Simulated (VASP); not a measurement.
Level of theory: PBEsol GGA, VASP's PBE PAW potentials (set 64) (plane waves; VASP).

VASP input:

**POSCAR**
```
BiPbIO2
7.6613120
 -0.2710035827   0.2710035827   0.9236417992
  0.2710035827  -0.2710035827   0.9236417992
  0.2710035827   0.2710035827  -0.9236417992
Bi Pb I O
1 1 1 2
Cartesian
 -0.0000000000   0.0000000000   0.6173991243
 -0.0000000000   0.0000000000   1.2184128430
 -0.0000000000   0.0000000000   1.8349991625
  0.0000000000   0.2710035827   0.4736989331
  0.2710035827  -0.0000000000   0.4736989331
```

INCAR:
```
! general
SYSTEM  = BiPbIO2
PREC    = Accurate
ENCUT   = 400
LREAL   = .False.   ! projection in real space or not
LASPH   = .True.

! electronic loop
EDIFF   = 1E-6   ! SCF stop (eV)
NELM    = 100   ! most electronic steps
ALGO    = Normal
LMAXMIX = 4

! smearing
ISMEAR  = -1   ! Fermi-Dirac
SIGMA   = 0.02   ! width (eV)

! functional
GGA     = PS   ! PBEsol

! ions
ISIF    = 2

! output
LWAVE   = .False.
LCHARG  = .False.
```

### KPOINTS
```
Regular mesh
0
gamma
2 2 2
```

POTCAR, in this order: Bi_d Pb_d I O (PBE.64 set). Program: vasp_std.

The run wrote:

**OSZICAR**
```
       N       E                     dE             d eps       ncg     rms          rms(c)
DAV:   1     0.496225296936E+03    0.49623E+03   -0.20196E+04   224   0.153E+03
DAV:   2     0.505535127852E+02   -0.44567E+03   -0.43262E+03   228   0.439E+02
DAV:   3    -0.248280991420E+02   -0.75382E+02   -0.71615E+02   308   0.193E+02
DAV:   4    -0.294291573147E+02   -0.46011E+01   -0.45321E+01   260   0.445E+01
DAV:   5    -0.297282179087E+02   -0.29906E+00   -0.29828E+00   316   0.109E+01    0.113E+01
DAV:   6    -0.258220133406E+02    0.39062E+01   -0.23872E+01   332   0.461E+01    0.584E+00
DAV:   7    -0.256457498866E+02    0.17626E+00   -0.33379E+00   300   0.126E+01    0.292E+00
DAV:   8    -0.256429393929E+02    0.28105E-02   -0.11533E+00   320   0.647E+00    0.135E+00
DAV:   9    -0.256025842607E+02    0.40355E-01   -0.14706E-01   340   0.319E+00    0.514E-01
DAV:  10    -0.256061214090E+02   -0.35371E-02   -0.19714E-02   312   0.995E-01    0.294E-01
DAV:  11    -0.256047608422E+02    0.13606E-02   -0.65026E-03   352   0.634E-01    0.502E-02
DAV:  12    -0.256048725742E+02   -0.11173E-03   -0.90102E-04   252   0.174E-01    0.515E-02
DAV:  13    -0.256048769083E+02   -0.43340E-05   -0.17694E-04   348   0.141E-01    0.959E-03
DAV:  14    -0.256048760056E+02    0.90268E-06   -0.23521E-05   336   0.419E-02    0.515E-03
DAV:  15    -0.256048761916E+02   -0.18604E-06   -0.65095E-06   276   0.206E-02
   1 F= -.25604876E+02 E0= -.25604876E+02  d E =-.235536E-10
```

OUTCAR:
```
------------------------ aborting loop because EDIFF is reached ----------------------------------------
  FORCE on cell =-STRESS in cart. coord.  units (eV):
  Direction    XX          YY          ZZ          XY          YZ          ZX
  --------------------------------------------------------------------------------------
  Total       -5.6470663     -5.6470663     -5.9652298      0.0000000      0.0000000      0.0000000
  in kB      -74.1498685    -74.1498685    -78.3275743      0.0000000      0.0000000      0.0000000
  external PRESSURE =     -75.5424371 kB  Pullay stress =       0.0000000 kB
  volume of cell :      122.02
      direct lattice vectors                 reciprocal lattice vectors
    -2.076243000  2.076243000  7.076308000     0.000000000  0.240819596  0.070658315
     2.076243000 -2.076243000  7.076308000     0.240819596  0.000000000  0.070658315
     2.076243000  2.076243000 -7.076308000     0.240819596  0.240819596  0.000000000
 POSITION                                       TOTAL-FORCE (eV/Angst)
 -----------------------------------------------------------------------------------
      0.00000      0.00000      4.73009        -0.000000     -0.000000     -1.405674
      0.00000      0.00000      9.33464         0.000000      0.000000      0.887686
      0.00000      0.00000     14.05850        -0.000000     -0.000000     -0.018590
      0.00000      2.07624      3.62916        -0.000000     -0.000000      0.268289
      2.07624      0.00000      3.62916         0.000000      0.000000      0.268289
 -----------------------------------------------------------------------------------
    total drift:                               -0.000002     -0.000002     -0.000625
  FREE ENERGIE OF THE ION-ELECTRON SYSTEM (eV)
  ---------------------------------------------------
  free  energy   TOTEN  =       -25.6048761916 eV

  energy  without entropy=      -25.6048761916  energy(sigma->0) =      -25.60487619
```
(Selected blocks of OUTCAR.)

At this cut-off the stress carries a Pulay error, which pulls relaxed volumes low.

The structure comes from a computed database's BiPbIO2 entry; how it stands against other phases isn't given here. The cell was not relaxed at this level. The k-mesh is coarse (spacing up to 1.07 per Å, 2π included), so the numbers may not be converged in it. The run is one of a series of settings (KPOINTS 2×2×2 Γ-centred mesh against the base run), some of them coarse on purpose.
